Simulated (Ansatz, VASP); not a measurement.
# Cd3HgO4: VASP beside Ansatz

Contents of INCAR:

```
ALGO = Normal
EDIFF = 1E-7
ENCUT = 520
GGA = PE
ISIF = 2
ISMEAR = 0
LASPH = True
LCHARG = False
LREAL = False
LWAVE = False
NBANDS = 46
NELM = 100
PREC = Accurate
SIGMA = 0.2
```

Contents of KPOINTS:

```
k-points
0
Gamma
  6 6 6
```

File POSCAR:

```
Cd3HgO4
1.0
    4.7745960000      0.0000000000      0.0000000000
    0.0000000000      4.7745960000      0.0000000000
   -2.3872980000     -2.3872980000      4.8805481000
Cd Hg O
3 1 4
Direct
    0.7500000000      0.2500000000      0.5000000000
    0.2500000000      0.7500000000      0.5000000000
    0.5000000000      0.5000000000      0.0000000000
    0.0000000000      0.0000000000      0.0000000000
    0.5000000000      0.0000000000      0.0000000000
    0.7399050000      0.7399050000      0.4798100000
    0.0000000000      0.5000000000      0.0000000000
    0.2600950000      0.2600950000      0.5201900000
```

Input for Ansatz:

```yaml
crystal:
  lattice:
    - [4.774596, 0.0, 0.0]
    - [0.0, 4.774596, 0.0]
    - [-2.387298, -2.387298, 4.8805481]
  atoms:
    - { symbol: Cd, position: [0.75, 0.25, 0.5] }
    - { symbol: Cd, position: [0.25, 0.75, 0.5] }
    - { symbol: Cd, position: [0.5, 0.5, 0.0] }
    - { symbol: Hg, position: [0.0, 0.0, 0.0] }
    - { symbol: O, position: [0.5, 0.0, 0.0] }
    - { symbol: O, position: [0.739905, 0.739905, 0.47981] }
    - { symbol: O, position: [0.0, 0.5, 0.0] }
    - { symbol: O, position: [0.260095, 0.260095, 0.52019] }
basis:
  ecutwfc: 420
kpoints:
  mp_grid: { grid: [6, 6, 6] }
hamiltonian:
  xc: pbe
scf:
  occupations: { method: gaussian, width: 0.2 }
  lower_state_search: "off"
output:
  forces: true
  stress: true
  eigenvalues: true
```

Alike in both runs: task single point; functional PBE; k mesh 6 × 6 × 6; occupations gaussian, width 0.2 eV; no spin polarisation.

```csv
,VASP,Ansatz
version,VASP 6.6.1,Ansatz 0.2.0
potentials or method,"VASP PAW PBE potentials, release 64 (Cd, Hg, O)","scalar-relativistic, plane waves, PAW"
plane-wave cutoff (eV),520,420
valence electrons in the cell,72,104
```

```tsv
	VASP	Ansatz	Ansatz less VASP
gap on the k mesh at the Fermi level (eV)	none	none	-
pressure (GPa)	1.2	0.0	-1.12
largest component of the traceless stress (GPa)	0.19	0.06	-0.129
```

A gap of «none» marks a metal or a gap that the smearing closes. The two sets of potentials don't hold the same shells in valence.

Spin-orbit coupling is left out, which matters for the levels of Hg.
